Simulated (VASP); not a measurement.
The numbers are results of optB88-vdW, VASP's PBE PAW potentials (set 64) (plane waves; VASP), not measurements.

The input files of a VASP run:

**POSCAR**
```
CdS
1.0
  0.0000000000   2.9581390062   2.9581390062
  2.9581390062   0.0000000000   2.9581390062
  2.9581390062   2.9581390062   0.0000000000
Cd S
1 1
Cartesian
  0.0000000000   0.0000000000   0.0000000000
  1.4790695031   1.4790695031   1.4790695031
```

### KPOINTS
```
Regular mesh
0
Gamma
  7 7 7
```

**INCAR**
```
SYSTEM = CdS
PREC = Accurate; ENCUT = 520; LREAL = .False.
LASPH = .True.
EDIFF = 1E-6; NELM = 100; ALGO = Normal
LMAXMIX = 4
ISMEAR = 0; SIGMA = 0.05
GGA = BO; LUSE_VDW = .True.; AGGAC = 0.0
PARAM1 = 0.1833333333; PARAM2 = 0.22
IBRION = 2; NSW = 60; ISIF = 3
EDIFFG = -0.01
LWAVE = .False.; LCHARG = .False.
```

POTCAR, in this order: Cd S (PBE.64 set). Program: vasp_std.

The run wrote:

### OSZICAR
```
       N       E                     dE             d eps       ncg     rms          rms(c)
DAV:   1     0.118454291714E+03    0.11845E+03   -0.90372E+03   520   0.126E+03
DAV:   2     0.315292779564E+01   -0.11530E+03   -0.11012E+03   595   0.300E+02
DAV:   3    -0.187390479147E+01   -0.50268E+01   -0.50130E+01   645   0.652E+01
DAV:   4    -0.191028122725E+01   -0.36376E-01   -0.36371E-01   575   0.558E+00
DAV:   5    -0.191082604750E+01   -0.54482E-03   -0.54482E-03   630   0.658E-01    0.740E+00
DAV:   6    -0.134547502484E+01    0.56535E+00   -0.11683E+00   716   0.138E+01    0.590E+00
DAV:   7    -0.133134572085E+01    0.14129E-01   -0.19792E-01   535   0.359E+00    0.315E+00
DAV:   8    -0.133097162614E+01    0.37409E-03   -0.16908E-02   555   0.194E+00    0.273E-01
DAV:   9    -0.133069160866E+01    0.28002E-03   -0.21102E-03   608   0.734E-01    0.781E-02
DAV:  10    -0.133078445333E+01   -0.92845E-04   -0.23636E-04   545   0.155E-01    0.677E-02
DAV:  11    -0.133081916616E+01   -0.34713E-04   -0.61843E-05   535   0.979E-02    0.128E-02
DAV:  12    -0.133081266785E+01    0.64983E-05   -0.22744E-05   613   0.656E-02    0.682E-03
DAV:  13    -0.133081280331E+01   -0.13546E-06   -0.16403E-06   470   0.104E-02
   1 F= -.13308128E+01 E0= -.13308128E+01  d E =-.133081E+01
```

File OUTCAR:
```
------------------------ aborting loop because EDIFF is reached ----------------------------------------
  FORCE on cell =-STRESS in cart. coord.  units (eV):
  Direction    XX          YY          ZZ          XY          YZ          ZX
  --------------------------------------------------------------------------------------
  Total        0.0028454      0.0028454      0.0028454      0.0000000      0.0000000      0.0000000
  in kB        0.0880571      0.0880571      0.0880571      0.0000000      0.0000000      0.0000000
  external PRESSURE =       0.0880571 kB  Pullay stress =       0.0000000 kB
  volume of cell :       51.77
      direct lattice vectors                 reciprocal lattice vectors
     0.000000000  2.958139006  2.958139006    -0.169025187  0.169025187  0.169025187
     2.958139006  0.000000000  2.958139006     0.169025187 -0.169025187  0.169025187
     2.958139006  2.958139006  0.000000000     0.169025187  0.169025187 -0.169025187
  FREE ENERGIE OF THE ION-ELECTRON SYSTEM (eV)
  ---------------------------------------------------
  free  energy   TOTEN  =        -1.3308128033 eV

  energy  without entropy=       -1.3308128033  energy(sigma->0) =       -1.33081280

 reached required accuracy - stopping structural energy minimisation
```
(Selected blocks of OUTCAR.)

The compound is CdS in the zinc blende structure, a metastable form; wurtzite is the usual one. It was relaxed first, which changed the volume by +5 %. The start is the result of an earlier pass.
